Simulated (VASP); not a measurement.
# CdI₂ (1T layered): computed properties

Level of theory: LDA (Ceperley-Alder, Perdew-Zunger), VASP's LDA PAW potentials (set 64) (plane waves; VASP).

```yaml
space_group: P-3m1 (164)
cell: a = 4.167 Å, b = 4.167 Å, c = 6.643 Å, α = 90.00°, β = 90.00°, γ = 120.00°
volume_per_atom: 33.29 Å³/atom
band gap (over mesh and band path): 2.21 eV
smallest direct gap (over mesh and band path): 2.48 eV
band_gap_with_spin_orbit_coupling: 1.88 eV
density: 6.09 g/cm³
optical Γ-point spectrum: 63 (×2), 91 (×2), 114, 137 cm⁻¹
```

```cif
data_CdI2
_chemical_formula_sum 'Cd1 I2'
_space_group_name_H-M_alt 'P-3m1'
_space_group_IT_number 164
_space_group_name_Hall '-P 3 2"'
_cell_length_a 4.16670
_cell_length_b 4.16670
_cell_length_c 6.64269
_cell_angle_alpha 90.000
_cell_angle_beta 90.000
_cell_angle_gamma 120.000
loop_
_atom_site_label
_atom_site_type_symbol
_atom_site_symmetry_multiplicity
_atom_site_Wyckoff_symbol
_atom_site_fract_x
_atom_site_fract_y
_atom_site_fract_z
_atom_site_occupancy
Cd1 Cd 1 a 0.00000 0.00000 0.00000 1
I1 I 2 d 0.33333 0.66667 0.25472 1
```

Measured: a 4.244 Å (computed value off by -1.8 %), c 6.859 Å (computed value off by -3.1 %), as given by de Haan, NBS Special Publication (1969), 233, by the Crystallography Open Database. The calculation is for a static lattice, while the measured a, c hold thermal and zero-point effects, which are part of the difference.  The path is coarsely sampled, so an indirect gap can come out somewhat too large.  Unless said otherwise, spin-orbit coupling is left out, though it shifts the bands of the heavy elements here.

The compound is CdI2 in the 1T layered structure. It was relaxed first, which changed the volume by -6 %. Symmetry was kept, so distortions that lower it aren't found.
